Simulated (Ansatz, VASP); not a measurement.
# Cross-check of AlOs between VASP and Ansatz

Wanted: the spread between two codes on one cell, functional and k mesh. The cell is taken from a series of runs on this material, whose earlier steps may have relaxed, scaled, displaced or heated it; both programs get it as it stands.

Program: Ansatz 0.2.0. Level of theory: plane waves, with VASP 6.6.1 beside it; relaxation of cell and atoms at PBEsol and zone-centre phonons at PBEsol. Results are calculated unless marked as measured.

### Step 1. Starting point

Symmetry: Pm-3m, No. 221, cubic system. Conventional cell: a = 2.993 Å, b = 2.993 Å, c = 2.993 Å, α = 90.00°, β = 90.00°, γ = 90.00°. Nearest to Al lie 8 Os at 2.59 Å. Nearest to Os lie 8 Al at 2.59 Å. Farther neighbours are not listed.

Coordinates:

```cif
data_structure
_symmetry_space_group_name_H-M 'Pm-3m'
_symmetry_Int_Tables_number 221
_cell_length_a 2.9925
_cell_length_b 2.9925
_cell_length_c 2.9925
_cell_angle_alpha 90.000
_cell_angle_beta 90.000
_cell_angle_gamma 90.000
_cell_volume 26.80
loop_
_atom_site_label
_atom_site_type_symbol
_atom_site_symmetry_multiplicity
_atom_site_Wyckoff_symbol
_atom_site_fract_x
_atom_site_fract_y
_atom_site_fract_z
_atom_site_occupancy
Al1 Al 1 a 0.00000 0.00000 0.00000 1
Os1 Os 1 b 0.50000 0.50000 0.50000 1
```

### Step 2. Ansatz: relaxation of cell and atoms, PBEsol

Ansatz runs on its PAW soft_1 files.

The relaxed volume is the usual yardstick between codes: in a stiff, nearly cubic crystal its relative difference is about their pressure difference at one cell divided by the bulk modulus.

input.yaml reads:

```yaml
crystal:
  lattice:
    - [2.9925277319, 0.0, 0.0]
    - [0.0, 2.9925277319, 0.0]
    - [0.0, 0.0, 2.9925277319]
  atoms:
    - { symbol: Al, position: [0.0, 0.0, 0.0] }
    - { symbol: Os, position: [0.5, 0.5, 0.5] }
kpoints:
  mp_grid: { grid: [16, 16, 16] }
hamiltonian:
  xc: pbesol
  pseudopotentials: { kind: paw, azcp: { folder: soft_1 }, xc_functional: pbe }
scf:
  occupations: { method: methfessel_paxton, width: 0.2 }
output:
  forces: true
  stress: true
  eigenvalues: true
relax:
  adjacent_minimum: "off"
  f_tol: 0.001
  max_steps: 60
  cell: { stress_tol: 0.01 }
```

The run is started by

```
ansatz run input.yaml --threads 4 --pin off --max-ram 10240MiB --backend cpu --events-out ev --progress --plain --runs-dir out
```

Numbers of over 12 decimals in the logs are rounded to 6 here.

The log of the run:

```text
Engine: ansatz 0.2.0, aarch64-unknown-linux-gnu
Pseudopotentials: kind: paw
Pseudopotential: Al, paw, valence charge 3, recommended cutoff 420 eV (normal), soft_1/Al.paw.azcp
Pseudopotential: Os, paw, valence charge 16, recommended cutoff 420 eV (normal), soft_1/Os.paw.azcp
Functional definition: PBEsol
  exchange = pbesol_x
  correlation = pbesol_c
Crystal: 2 atoms, lattice volume = 26.799 Å³
Basis set: ecut = 420 eV, 515 PW (Γ), exchange–correlation on 48×48×48 points (8 copies of the dense FFT grid, shifted against one another)
Bands: 14, of which v1, the nominal top of the filled ones, is band 10 counted from 1 (9 counted from 0)
Symmetry: 48 space group operations
Space group: Pm-3m (ITA 221), of the structure as read, at distance tolerance 3.0e-5 Å
k-points: 165 of 4096
Non-local potential: Al, projectors of the file, l = 0: 2, l = 1: 2, l = 2: 1
Non-local potential: Os, projectors of the file, l = 0: 3, l = 1: 2, l = 2: 2, l = 3: 1
PAW form: soft (Blöchl's): semilocal exchange-correlation on the pseudo side does not see the compensation charge
PAW frozen core: Al, regenerated for the run's functional, and the local potential with it (the file was generated under x = pbe(κ = 0.804, μ = 0.219515), c = pbe(β = 0.066725))
PAW frozen core: Os, regenerated for the run's functional, and the local potential with it (the file was generated under x = pbe(κ = 0.804, μ = 0.219515), c = pbe(β = 0.066725))
PAW one-centre angular grid: Al, 110 points (default); XC on 64 Gauss nodes
PAW one-centre angular grid: Os, 590 points (default); XC on 64 Gauss nodes
Initial density: superposition of atomic densities (chi_scale 0.1, normalization cell, long waves kept (reshape's long-wave potential 0.00 eV rms))
Initial wavefunctions: pseudopotential atomic-orbital guess
Functional: x = pbesol(κ = 0.804, μ = 0.123457), c = pbesol(β = 0.046)
SCF iter   1: F=—  HF=-11777.777997 eV  |F-HF|=—  |Δ(HF+E_count)|=         —  Δρ=4.86e-2  dr2=4.63e-1  ethr=3.10e-3  ⟨swp⟩=4.4  Hψ=10748  notcnv=0
preconditioner: auto → none  [metal: Δε(μ)=0.012 eV  Ē_g=9.427 eV  σ=0.200 eV  W_gap=0.05  n_scr=6 (ndim 8)  ℏωp=23.8 eV  f_vac=0.000  D(μ)=1.33/eV (n_scr^D=18)  sad-step TF]
SCF iter   2: F=—  HF=-11777.653053 eV  |F-HF|=—  |Δ(HF+E_count)|=   1.25e-1  S|Δr|=    0.00e0  Δρ=2.85e-2  dr2=1.57e-1  ethr=2.44e-3  ⟨swp⟩=1.6  Hψ=3759  notcnv=0  defer=2
SCF iter   3: F=—  HF=-11777.581064 eV  |F-HF|=—  |Δ(HF+E_count)|=   7.20e-2  S|Δr|=    0.00e0  Δρ=1.80e-3  dr2=6.44e-4  ethr=8.27e-4  ⟨swp⟩=2.5  Hψ=3402  notcnv=0  defer=2
SCF iter   4: F=—  HF=-11777.580782 eV  |F-HF|=—  |Δ(HF+E_count)|=   2.82e-4  S|Δr|=    0.00e0  Δρ=2.81e-4  dr2=1.16e-5  ethr=3.39e-6  ⟨swp⟩=2.1  Hψ=3045  notcnv=0  defer=2
SCF iter   5: F=—  HF=-11777.580787 eV  |F-HF|=—  |Δ(HF+E_count)|=   4.73e-6  S|Δr|=    0.00e0  Δρ=2.80e-5  dr2=1.52e-7  ethr=6.09e-8  ⟨swp⟩=2.2  Hψ=2962  notcnv=0  defer=2
SCF iter   6: F=-11777.580787 eV  HF=-11777.580787 eV  |F-HF|=2.68e-9  |Δ(HF+E_count)|=   5.40e-8  S|Δr|=    0.00e0  Δρ=3.38e-6  dr2=3.34e-9  ethr=5.26e-10  ⟨swp⟩=5.3  Hψ=9643  notcnv=0
SCF 1 converged in 6 iterations: F = -11777.580787 eV  dr2 = 3.34e-9
  greatest PAW one-centre occupation: 1.000 electrons in one spin orbital (limit 2), on the Os atom at site 1 (counted from 0), in its partial waves of l = 0
relax step   1: F+E_penalty+E_count = -11777.58078681 eV  Δ(F+E_penalty+E_count) = +0.000e0 eV  max|allowed force component| = 2.224e-29 eV/Å  Δτ_max = 0.0000 Å  P = +0.016 GPa  Ω = 26.799 Å³  (6 SCF iters, dr2 threshold 1.00e-7 eV, accepted)
[...]
relax step   2: F+E_penalty+E_count = -11777.58078583 eV  Δ(F+E_penalty+E_count) = +9.776e-7 eV  max|allowed force component| = 4.717e-30 eV/Å  Δτ_max = 0.0000 Å  P = -0.008 GPa  Ω = 26.801 Å³  energy of the carried Pulay correction = -1.048e-6 eV  (3 SCF iters, dr2 threshold 6.72e-10 eV, accepted)
[...]
relax step   3: F+E_penalty+E_count = -11777.58078583 eV  Δ(F+E_penalty+E_count) = -2.183e-11 eV  max|allowed force component| = 3.665e-30 eV/Å  Δτ_max = 0.0000 Å  P = -0.008 GPa  Ω = 26.801 Å³  stress off target by 8.01e-3 GPa  SCF on the basis re-selected at this cell (its energy is not comparable with the rows above)  (3 SCF iters)
basis re-selected at this cell: Δ(F+E_penalty+E_count) = -2.183e-11 eV, ΔP = +0.000 GPa vs the last step (what re-selecting the basis moved, of the pressure what is left beyond the Pulay correction that the steps carried, after the strain that the cell walked since its last selection, with what the two solves' SCF thresholds leave and, on support functions, any second-order correction that the steps lacked; it is no  [...]
SCF converged after 3 iterations
Stability not checked: this state was not tested for a lower state beside it, because cold or Methfessel-Paxton smearing, or corrected tetrahedra, fill the levels in a way that the test cannot read (fill_not_monotonic; see scf.lower_state_search)
Free energy (F): -11777.580786 eV
Harris-Foulkes:  -11777.580786 eV  (|F-HF|=0.00e0)
Internal energy: -11777.581583 eV  (E = F + TS)
E sigma→0 (E₀):  -11777.580985 eV
Entropy (-TS):   0.000797 eV (0.398 meV/atom)
Fermi energy:    17.567579 eV
--- Per-component energies (eV) ---
  E_band       = -141.772182
  E_kinetic    = 520.560517
  E_local      = -1402.974769  (includes V_loc(G=0)·N_el)
  E_nonlocal   = 211.167480
  E_hartree    = 532.146549
  E_xc         = -271.880452
  E_vxc        = -277.763285  (∫ρ·V_xc dr)
  E_paw        = -9372.727868  (= ΣΔE_a)
  E_vpaw       = -257.055716  (= ΣTr[D̂ρ^β])
  E_aug_tail   = 0.000469  (compensation charges beyond the density's cutoff)
  E_ewald      = -1994.140645
  E_core_change = 0.267137  (= ΣΔE_core)
  E_smearing   = 0.000797  (= −TS)
  E_closure    = -0.000000  (closes the sum)
  Σ components = -11777.580786   (vs F -11777.580786, Δ=0.00e0)
--- Forces (eV/Å), atoms counted from 1 ---
  atom   1  Al    -0.00000000    -0.00000000    -0.00000000
  atom   2  Os    -0.00000000    -0.00000000    -0.00000000
  max |Σ_I F_I| component: 7.40e-30 eV/Å
--- Stress (GPa, compression-positive) ---
       -0.008011       0.000000       0.000000
        0.000000      -0.008011       0.000000
        0.000000       0.000000      -0.008011
  P = ⅓ Tr σ = -0.0080 GPa (-0.080 kbar)
--- Band table (eV; the first three rows and the last of 165) ---
  k-point 0: bands = [... 6 lower, 13.3398, 17.9907, 17.9907, 17.9907, 23.1456, 23.1456, 23.1456, 29.0769]
  k-point 1: bands = [... 6 lower, 13.3727, 17.8559, 17.8559, 18.0032, 22.7886, 23.3331, 23.3331, 28.8081]
  k-point 2: bands = [... 6 lower, 13.4553, 17.5120, 17.5120, 18.0391, 21.9748, 23.8347, 23.8347, 28.1293]
  k-point 164: bands = [... 6 lower, 12.2922, 19.7715, 19.8990, 19.8990, 21.0755, 21.0755, 21.0755, 26.2415]
--- Relaxed structure (2 steps of the walk, 2 accepted, 1 SCFs on fresh bases) ---
  F+E_penalty+E_count = -11777.58078583 eV   max|allowed force component| = 3.665e-30 eV/Å   (the final SCF, on the basis selected at the relaxed cell)
  cell:  # Å, volume = 26.8014 Å³
    - [2.992625, 0, 0.0]
    - [0, 2.992625, 0.0]
    - [0.0, 0.0, 2.992625]
  atoms:
    - { symbol: Al, position: [0, 0, 0] }
    - { symbol: Os, position: [0.5, 0.5, 0.5] }
```

Reading the cycles: dr2 is the Hartree energy of the density residual (eV), the measure of convergence; HF is the Harris–Foulkes estimate of the energy, which meets the free energy F at convergence.

### Step 3. VASP: relaxation of cell and atoms, PBEsol

The same cell, functional, mesh and smearing now go to VASP, with its own data sets.

Lines of VASP's logs that name or quote its potential files are left out, and so is its time.

INCAR reads:

```
SYSTEM = AlOs
PREC = Accurate
ENCUT = 600
EDIFF = 1E-07
NELM = 120
ISMEAR = 1
SIGMA = 0.2
LREAL = .FALSE.
ALGO = Normal
GGA = PS
NBANDS = 11
LASPH = .TRUE.
LORBIT = 11
LWAVE = .FALSE.
LCHARG = .FALSE.
ISIF = 3
IBRION = 2
NSW = 80
EDIFFG = -0.005
GGA_COMPAT = .FALSE.
NELMIN = 4
KPAR = 2
```

POSCAR reads:

```
AlOs
1.0
    2.9925280000      0.0000000000      0.0000000000
    0.0000000000      2.9925280000      0.0000000000
    0.0000000000      0.0000000000      2.9925280000
Al Os
1 1
Direct
    0.0000000000      0.0000000000      0.0000000000
    0.5000000000      0.5000000000      0.5000000000
```

KPOINTS reads:

```
Automatic mesh
0
Gamma
16 16 16
0 0 0
```

PAW data sets: Al and Os (PBE family, release 64).

The run is started by

```
mpirun -np 2 vasp_std
```

The log of the run:

```text
[banner, memory and clock lines left out]
running    2 mpi-ranks, on    1 nodes
 distrk:  each k-point on    1 cores,    2 groups
 distr:  one band on    1 cores,    1 groups

 POSCAR found type information on POSCAR AlOs
 POSCAR found :  2 types and       2 ions
|                                                                             |
|               ----> ADVICE to this user running VASP <----                  |
|                                                                             |
|     You enforced a specific xc type in the INCAR file but a different       |
|     [... a line on the potential file left out ...]
|     I HOPE YOU KNOW WHAT YOU ARE DOING!                                     |
|                                                                             |

 LDA part: xc-table for (Slater+PW92), standard interpolation
 POSCAR, INCAR and KPOINTS ok, starting setup
 FFT: planning ... GRIDC
 FFT: planning ... GRID_SOFT
 FFT: planning ... GRID
 WAVECAR not read
 entering main loop
       N       E                     dE             d eps       ncg     rms          rms(c)
DAV:   1     0.459782730006E+02    0.45978E+02   -0.50179E+03  3646   0.927E+02
DAV:   2    -0.148688782054E+02   -0.60847E+02   -0.55564E+02  3685   0.230E+02
DAV:   3    -0.179083633292E+02   -0.30395E+01   -0.29301E+01  4495   0.442E+01
DAV:   4    -0.179458272637E+02   -0.37464E-01   -0.37364E-01  4113   0.547E+00
DAV:   5    -0.179463680649E+02   -0.54080E-03   -0.54077E-03  4434   0.672E-01    0.153E+01
DAV:   6    -0.171614605403E+02    0.78491E+00   -0.26622E+00  4741   0.126E+01    0.424E+00
DAV:   7    -0.171014352423E+02    0.60025E-01   -0.65323E-02  3858   0.205E+00    0.243E+00
DAV:   8    -0.170773845008E+02    0.24051E-01   -0.16649E-02  4059   0.883E-01    0.319E-01
DAV:   9    -0.170773681807E+02    0.16320E-04   -0.34975E-04  4339   0.168E-01    0.122E-01
DAV:  10    -0.170773644688E+02    0.37119E-05   -0.32023E-05  4221   0.367E-02    0.757E-03
DAV:  11    -0.170773643656E+02    0.10315E-06   -0.77488E-07  4212   0.857E-03    0.581E-03
DAV:  12    -0.170773641335E+02    0.23213E-06   -0.17904E-07  2731   0.310E-03    0.196E-03
DAV:  13    -0.170773641852E+02   -0.51653E-07   -0.12697E-08  2175   0.148E-03
   1 F= -.17077364E+02 E0= -.17077626E+02  d E =-.170774E+02
 curvature:   0.00 expect dE= 0.000E+00 dE for cont linesearch  0.000E+00
 trial: gam= 0.00000 g(F)=  0.000E+00 g(S)=  0.779E-03 ort = 0.000E+00 (trialstep = 0.100E+01)
 search vector abs. value=  0.779E-03
 bond charge predicted
       N       E                     dE             d eps       ncg     rms          rms(c)
DAV:   1    -0.170800138238E+02   -0.26497E-02   -0.52155E-02  3750   0.169E+00    0.616E-01
DAV:   2    -0.170769702007E+02    0.30436E-02   -0.12996E-02  4666   0.944E-01    0.490E-02
DAV:   3    -0.170769420213E+02    0.28179E-04   -0.23768E-04  3783   0.123E-01    0.295E-02
DAV:   4    -0.170769273235E+02    0.14698E-04   -0.44328E-05  3999   0.394E-02    0.669E-03
DAV:   5    -0.170769278615E+02   -0.53797E-06   -0.28768E-06  4389   0.168E-02    0.614E-03
DAV:   6    -0.170769282273E+02   -0.36579E-06   -0.72630E-07  3906   0.631E-03    0.332E-04
DAV:   7    -0.170769282207E+02    0.66210E-08   -0.14528E-08  1974   0.120E-03
   2 F= -.17076928E+02 E0= -.17077177E+02  d E =0.435964E-03
 trial-energy change:    0.000436  1 .order    0.000422   -0.000779    0.001623
 step:   0.3168(harm=  0.3244)  dis= 0.00000  next Energy=   -17.077487 (dE=-0.123E-03)
 bond charge predicted
       N       E                     dE             d eps       ncg     rms          rms(c)
DAV:   1    -0.170789085572E+02   -0.19803E-02   -0.24345E-02  3735   0.116E+00    0.425E-01
DAV:   2    -0.170774998976E+02    0.14087E-02   -0.59158E-03  4647   0.641E-01    0.331E-02
DAV:   3    -0.170774889845E+02    0.10913E-04   -0.11044E-04  3786   0.845E-02    0.184E-02
DAV:   4    -0.170774847043E+02    0.42802E-05   -0.20130E-05  3986   0.267E-02    0.447E-03
DAV:   5    -0.170774856195E+02   -0.91516E-06   -0.13858E-06  4361   0.114E-02    0.439E-03
DAV:   6    -0.170774861412E+02   -0.52174E-06   -0.33250E-07  3900   0.438E-03    0.245E-04
DAV:   7    -0.170774861472E+02   -0.60547E-08   -0.60159E-09  1908   0.776E-04
   3 F= -.17077486E+02 E0= -.17077744E+02  d E =-.121962E-03
 curvature:  -0.16 expect dE=-0.314E-07 dE for cont linesearch -0.314E-07
 trial: gam=-0.01552 g(F)=  0.989E-66 g(S)=  0.194E-06 ort = 0.123E-04 (trialstep = 0.863E+00)
 search vector abs. value=  0.148E-09
 reached required accuracy - stopping structural energy minimisation
```

From OUTCAR (step 3):

```text
ion  position               nearest neighbor table
   1  0.000  0.000  0.000-   2 2.59   2 2.59   2 2.59   2 2.59   2 2.59   2 2.59   2 2.59   2 2.59

  LATTYP: Found a simple cubic cell.
 ALAT       =     2.9925280000

 Subroutine GETGRP returns: Found 48 space group operations
 (whereof 48 operations were pure point group operations)

The static configuration has the point symmetry O_h .

 Found    165 irreducible k-points:

   k-points           NKPTS =    165   k-points in BZ     NKDIM =    165   number of bands    NBANDS=     11

   dimension x,y,z NGX =    24 NGY =   24 NGZ =   24
   dimension x,y,z NGXF=    48 NGYF=   48 NGZF=   48

   ENCUT  =  600.0 eV  44.10 Ry    6.64 a.u.   5.98  5.98  5.98*2*pi/ulx,y,z

   NELECT =      11.0000    total number of electrons

 k-points in reciprocal lattice and weights: Automatic mesh
   0.00000000  0.00000000  0.00000000       0.000
   0.06250000  0.00000000  0.00000000       0.001
   0.12500000  0.00000000  0.00000000       0.001
   0.18750000  0.00000000  0.00000000       0.001
   0.25000000  0.00000000  0.00000000       0.001
   0.31250000  0.00000000  0.00000000       0.001
   0.37500000  0.00000000  0.00000000       0.001
   0.43750000  0.00000000  0.00000000       0.001
   0.50000000  0.00000000  0.00000000       0.001
[...]
0.50000000  0.50000000  0.43750000       0.001
   0.50000000  0.50000000  0.50000000       0.000

 average (electrostatic) potential at core
       1 -69.9865       2 -42.1281

 E-fermi :   8.9314

 k-point     1 :       0.0000    0.0000    0.0000
  band No.  band energies     occupation
      1      -2.0281      2.00000
      2       4.7200      2.00000
      3       4.7200      2.00000
      4       9.3513     -0.01144
      5       9.3513     -0.01144
      6       9.3513     -0.01144
      7      14.5606      0.00000
      8      14.5606      0.00000
    ...

 k-point     2 :       0.0625    0.0000    0.0000
  band No.  band energies     occupation
      1      -1.9475      2.00000
      2       4.7495      2.00000
      3       4.7522      2.00000
      4       9.2177     -0.06111
      5       9.2177     -0.06111
      6       9.3637     -0.00917
      7      14.1986      0.00000
      8      14.7472      0.00000
    ...

 k-point     3 :       0.1250    0.0000    0.0000
  band No.  band energies     occupation
      1      -1.7087      2.00000
      2       4.8297      2.00000
      3       4.8354      2.00000
      4       8.8764      1.44628
      5       8.8764      1.44624
      6       9.3992     -0.00461
      7      13.3756      0.00000
      8      15.2474      0.00000
      9      15.2474      0.00000
     10      19.5944      0.00000
    ...

  Total        0.0016368      0.0016368      0.0016368     -0.0000000      0.0000000     -0.0000000
  in kB        0.0976249      0.0976249      0.0976249     -0.0000000      0.0000000     -0.0000000
  external PRESSURE =       0.0976249 kB  Pullay stress =       0.0000000 kB

  energy-cutoff  :      600.00
  volume of cell :       26.86
      direct lattice vectors                 reciprocal lattice vectors
     2.994901336  0.000000000 -0.000000000     0.333900816 -0.000000000 -0.000000000
     0.000000000  2.994901336  0.000000000    -0.000000000  0.333900816 -0.000000000
     0.000000000  0.000000000  2.994901336     0.000000000 -0.000000000  0.333900816

 POSITION                                       TOTAL-FORCE (eV/Angst)
 -----------------------------------------------------------------------------------
      0.00000      0.00000      0.00000         0.000000     -0.000000      0.000000
      1.49745      1.49745      1.49745        -0.000000      0.000000      0.000000
 -----------------------------------------------------------------------------------
    total drift:                                0.000000     -0.000000     -0.000000

  FREE ENERGIE OF THE ION-ELECTRON SYSTEM (eV)
  ---------------------------------------------------
  free  energy   TOTEN  =       -17.0774861472 eV

  energy  without entropy=      -17.0782587451  energy(sigma->0) =      -17.07774368

 reached required accuracy - stopping structural energy minimisation

 total charge
# of ion       s       p       d       tot
------------------------------------------
    1        0.377   0.440   0.000   0.818
    2        0.607   0.605   6.242   7.454
--------------------------------------------------
tot          0.984   1.045   6.242   8.272

[... 3 further parts left out ...]
```

CONTCAR:

```
AlOs
   1.00000000000000
     2.9949013358220062    0.0000000000000000   -0.0000000000000000
     0.0000000000000000    2.9949013358220062    0.0000000000000000
     0.0000000000000000    0.0000000000000000    2.9949013358220062
  Al              Os
     1     1
Direct
     0.0000000000000000    0.0000000000000000    0.0000000000000000
     0.5000000000000000    0.5000000000000000    0.5000000000000000
```

### Step 4. Side by side

Known differences besides the potentials themselves: the data sets hold 19 valence electrons in Ansatz (on its PAW soft_1 files) and 11 in VASP; the cutoff is 420 eV in Ansatz and 600 eV in VASP; Ansatz makes its cores anew for this functional, VASP keeps those of its PBE data sets; Ansatz adds a Pulay correction to the stress that steers its cell, VASP none. Total energies have different zeros and are not compared.

Compared:

| quantity | Ansatz | VASP | difference |
| --- | --- | --- | --- |
| volume (Å³) | 26.80 | 26.86 | -0.23 % |
| edge a after relaxation, in the typed setting (Å) | 2.993 | 2.995 | -0.08 % |

(Continued in part 2 of 2.)

[Lines on the potential files, build, host, timing and source positions are cut from VASP's logs without a mark.]

[Logs are printed without paths, hosts, clocks, repeated set-up lines and the standing remarks that a program may print on its own settings, such as how far it seeks lower states.]

[Hosts, paths, dates, database ids (printed as entryN), source tags and the programs' standing remarks are cut or masked in the printed files.]
